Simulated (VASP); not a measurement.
Calculation: optB86b-vdW, VASP's PBE PAW potentials (set 64) (plane waves; VASP 6.6.1).

VASP ran on this input.

File POSCAR:
```
MnS
1
    5.0736628543     2.5273809735     2.5273809735
    2.5273809735     5.0736628543     2.5273809735
    2.5273809735     2.5273809735     5.0736628543
Mn S
2 2
Direct
  0.0000000000   0.0000000000   0.0000000000
  0.5000000000   0.5000000000   0.5000000000
  0.2500000000   0.2500000000   0.2500000000
  0.7500000000   0.7500000000   0.7500000000
```

KPOINTS:
```
Automatic mesh
0
Gamma
8 8 8
0 0 0
```

INCAR:
```
# general
SYSTEM   = MnS
PREC     = Accurate
ENCUT    = 520
LREAL    = .FALSE.   # projection in real space or not
LASPH    = .TRUE.

# electronic loop
EDIFF    = 1E-7   # SCF stop (eV)
NELM     = 100   # most electronic steps
ALGO     = Normal
LMAXMIX  = 4   # l cut-off of mixed one-centre charges

# smearing
ISMEAR   = -5

# functional
GGA      = MK
LUSE_VDW = .TRUE.
AGGAC    = 0.0
PARAM1   = 0.1234
PARAM2   = 1.0

# spin
ISPIN    = 2   # spin-polarised
MAGMOM   = 4.1 -4.1 0.0 0.0

# ions
ISIF     = 2

# output
LWAVE    = .FALSE.
LCHARG   = .TRUE.
LORBIT   = 11   # lm-projected
NEDOS    = 601   # DOS grid

# other
LEFG     = .TRUE.
```

POTCAR, in this order: Mn_pv S (PBE.64 set). Program: vasp_std.

Output of the run:

**OSZICAR**
```
       N       E                     dE             d eps       ncg     rms          rms(c)
DAV:   1     0.394741685224E+03    0.39474E+03   -0.21492E+04  6244   0.181E+03
DAV:   2     0.142749537761E+02   -0.38047E+03   -0.37548E+03  6022   0.492E+02
DAV:   3    -0.202284457835E+02   -0.34503E+02   -0.34115E+02  8573   0.136E+02
DAV:   4    -0.212990595960E+02   -0.10706E+01   -0.10701E+01  6939   0.225E+01
DAV:   5    -0.213228908621E+02   -0.23831E-01   -0.23828E-01  7596   0.390E+00    0.168E+01
DAV:   6    -0.193019334521E+02    0.20210E+01   -0.27022E+01  7861   0.485E+01    0.154E+01
DAV:   7    -0.191940792344E+02    0.10785E+00   -0.27492E+00  7306   0.198E+01    0.877E+00
DAV:   8    -0.192158244147E+02   -0.21745E-01   -0.31584E-01  7880   0.482E+00    0.425E+00
DAV:   9    -0.192044685380E+02    0.11356E-01   -0.63160E-02  7964   0.242E+00    0.354E-01
DAV:  10    -0.192066063160E+02   -0.21378E-02   -0.11071E-02  7509   0.674E-01    0.192E-01
DAV:  11    -0.192067079876E+02   -0.10167E-03   -0.86353E-04  6995   0.224E-01    0.117E-01
DAV:  12    -0.192067800092E+02   -0.72022E-04   -0.26396E-04  7448   0.956E-02    0.888E-02
DAV:  13    -0.192068108266E+02   -0.30817E-04   -0.16350E-05  6617   0.344E-02    0.498E-02
DAV:  14    -0.192068286667E+02   -0.17840E-04   -0.15520E-05  6589   0.303E-02    0.117E-02
DAV:  15    -0.192068283589E+02    0.30780E-06   -0.67267E-07  7200   0.746E-03    0.365E-03
DAV:  16    -0.192068281871E+02    0.17186E-06   -0.74903E-08  4166   0.246E-03    0.206E-03
DAV:  17    -0.192068285412E+02   -0.35410E-06   -0.86757E-08  3762   0.209E-03    0.983E-04
DAV:  18    -0.192068284583E+02    0.82881E-07   -0.34661E-08  3550   0.134E-03
   1 F= -.19206828E+02 E0= -.19206828E+02  d E =0.000000E+00  mag=    -0.0000
```

**OUTCAR**
```
------------------------ aborting loop because EDIFF is reached ----------------------------------------
  FORCE on cell =-STRESS in cart. coord.  units (eV):
  Direction    XX          YY          ZZ          XY          YZ          ZX
  --------------------------------------------------------------------------------------
  Total       -0.0037548     -0.0037548     -0.0037548     -0.0393216     -0.0393216     -0.0393216
  in kB       -0.0916088     -0.0916088     -0.0916088     -0.9593712     -0.9593712     -0.9593712
  external PRESSURE =      -0.0916088 kB  Pullay stress =       0.0000000 kB
  volume of cell :       65.67
      direct lattice vectors                 reciprocal lattice vectors
     5.073662854  2.527380974  2.527380974     0.294730343 -0.097999153 -0.097999153
     2.527380974  5.073662854  2.527380974    -0.097999153  0.294730343 -0.097999153
     2.527380974  2.527380974  5.073662854    -0.097999153 -0.097999153  0.294730343
 POSITION                                       TOTAL-FORCE (eV/Angst)
 -----------------------------------------------------------------------------------
      0.00000      0.00000      0.00000        -0.000000     -0.000000     -0.000000
      5.06421      5.06421      5.06421         0.000000     -0.000000     -0.000000
      2.53211      2.53211      2.53211        -0.000000      0.000000      0.000000
      7.59632      7.59632      7.59632         0.000000      0.000000      0.000000
 -----------------------------------------------------------------------------------
    total drift:                                0.000000     -0.000000     -0.000000
  FREE ENERGIE OF THE ION-ELECTRON SYSTEM (eV)
  ---------------------------------------------------
  free  energy   TOTEN  =       -19.2068284583 eV

  energy  without entropy=      -19.2068284583  energy(sigma->0) =      -19.20682846

 total charge

# of ion       s       p       d       tot
------------------------------------------
    1        0.226   6.183   4.996  11.405
    2        0.226   6.183   4.996  11.405
    3        1.328   2.424   0.000   3.752
    4        1.328   2.424   0.000   3.752
--------------------------------------------------
tot          3.109  17.214   9.992  30.314

 magnetization (x)

# of ion       s       p       d       tot
------------------------------------------
    1        0.013   0.013   4.049   4.075
    2       -0.013  -0.013  -4.049  -4.075
    3        0.000   0.000   0.000   0.000
    4        0.000   0.000   0.000   0.000
--------------------------------------------------
tot          0.000   0.000   0.000   0.000

 Electric field gradients after diagonalization (V/A^2)
 (convention: |V_zz| > |V_xx| > |V_yy|)
----------------------------------------------------------------------
 ion       V_xx      V_yy      V_zz     asymmetry (V_yy - V_xx)/ V_zz
----------------------------------------------------------------------
   1       1.454     1.454    -2.909       0.000
   2       1.454     1.454    -2.909       0.000
   3       2.239     2.239    -4.477       0.000
   4       2.239     2.239    -4.477       0.000
```
(Selected blocks of OUTCAR.)

The compound is MnS in the rock salt, AFM-II order structure. It was relaxed first, which changed the volume by -8 %.
